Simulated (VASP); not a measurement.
Data:

```
CELL_PARAMETERS angstrom
      2.99076     0.00000     0.00000
      0.00000     2.99076     0.00000
      0.00000     0.00000     2.99076
ATOMIC_POSITIONS crystal
  Al 0.50000 0.50000 0.50000
  Ru 0.00000 0.00000 0.00000
```

These are rev-vdW-DF2, VASP's PBE PAW potentials (set 64) (plane waves; VASP) values and carry that method's errors. Run with 520 eV cut-off, 12×12×12 Γ-centred mesh, first-order Methfessel-Paxton smearing of 0.10 eV, potentials Al Ru_pv.

Problem. Give the energy at these volumes per atom, relative to the lowest: 12.58, 12.98, 13.38, 13.78, 14.18 Å³.

Solution. 34.8, 8.1, 0.0, 7.7, 28.9 meV/atom. A third-order Birch-Murnaghan fit gives B0 = 210 GPa and B0′ = 4.4.

The compound is RuAl in the CsCl type structure. It was relaxed first.
